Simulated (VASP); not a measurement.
Given:

```
CELL_PARAMETERS angstrom
      1.72017    -3.00374     0.00000
      1.72017     3.00374     0.00000
      0.00000     0.00000     5.42286
ATOMIC_POSITIONS crystal
  Lu 0.33333 0.66667 0.25000
  Lu 0.69280 0.35946 0.75000
```

Calculation: PBE GGA, VASP's PBE PAW potentials (set 64) (plane waves; VASP). Run with 400 eV cut-off, 11×11×6 Γ-centred mesh, first-order Methfessel-Paxton smearing of 0.20 eV, potentials Lu_3.

Task: Which forces act on the atoms, in eV/Å?

Result: 
```
atom      Fx      Fy     Fz
----  ------  ------  -----
Lu1    0.145  -0.016  0.000
Lu2   -0.145   0.016  0.000
```

Task: Give the stress tensor in GPa (positive for a compressed cell).

Result: 
```
 2.95  -0.34   0.00
-0.34   2.36   0.00
 0.00   0.00   1.98
```
The pressure is its mean diagonal, 2.43 GPa.

The compound is Lu in the hcp structure. The cell was not relaxed at this level, atoms are displaced from their ideal sites. The run is one of a series of settings (SIGMA = 0.2 against the base run), some of them coarse on purpose.
